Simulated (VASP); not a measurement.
**ErGe2 (relaxed from the AlB2 structure, space group P6/mmm): computed properties**

These are r2SCAN meta-GGA, VASP's PBE PAW potentials (set 64) (plane waves; VASP 6.6.1) values and carry that method's errors.

```json
{
  "space_group": "P6/mmm (191)",
  "cell": "a = b = 4.377 Å, c = 3.794 Å, α = β = 90.00°, γ = 120.00°",
  "volume_per_atom": "20.98 Å^3/atom",
  "band gap (over mesh and band path)": "none (metal, semimetal or under 0.01 eV)",
  "density": "8.25 g/cm³"
}
```

```
ErGe2
1.0
    4.37681     0.00000     0.00000
   -2.18841     3.79043     0.00000
    0.00000     0.00000     3.79363
Er Ge
1 2
Direct
  0.00000   0.00000   0.00000
  0.33333   0.66667   0.50000
  0.66667   0.33333   0.50000
```

The 4f electrons are frozen in the core of the lanthanide potential, so 4f levels, which can set the real gap, and their magnetism are missing.

The structure was generated: ErGe2 was put into the AlB2 type (P6/mmm), which need not be its known phase. It was relaxed first, which changed the volume by -23 %. Symmetry was kept, so distortions that lower it aren't found. The electron count is odd and the run is not spin-polarised, which forces a metal.
